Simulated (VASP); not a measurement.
A convergence study with VASP on K$_{2}$S (antifluorite): one setting is varied, all else stays as given below, so the limit is that of these other settings. ε∞ is the independent-particle value.

```
CELL_PARAMETERS angstrom
      0.00000     3.70500     3.70500
      3.70500     0.00000     3.70500
      3.70500     3.70500     0.00000
ATOMIC_POSITIONS crystal
  K  0.25000 0.25000 0.25000
  K  0.75000 0.75000 0.75000
  S  0.00000 0.00000 0.00000
```

Level of theory: PBE GGA, VASP's PBE PAW potentials (set 64) (plane waves; VASP). The tightest run used: 550 eV cut-off, 4×4×4 Γ-centred mesh, Gaussian smearing of 0.050 eV, potentials K_sv S.

Problem. The settings run are NBANDS = 13; NBANDS = 14; NBANDS = 16; NBANDS = 20; NBANDS = 28; NBANDS = 44; NBANDS = 76; NBANDS = 140. From which on does the mean ε∞ stay within 0.3  of the tightest run?

Solution. From NBANDS = 28 on: it is off by 0.10 there and by no more than 0.3 in any finer run, while NBANDS = 20 is off by 0.44.
```csv
setting,mean ε∞,bands,difference judged ()
NBANDS = 13,1.81,13,1.72
NBANDS = 14,2.27,14,1.26
NBANDS = 16,2.68,16,0.85
NBANDS = 20,3.09,20,0.44
NBANDS = 28,3.43,28,0.10
NBANDS = 44,3.52,44,0.01
NBANDS = 76,3.53,76,0.00
NBANDS = 140,3.53,140,0.00
```

Left out are rungs that failed or repeat a setting and relaxations that didn't move; long series are thinned to 24 rows.

The compound is K2S in the antifluorite structure. The cell was not relaxed at this level.
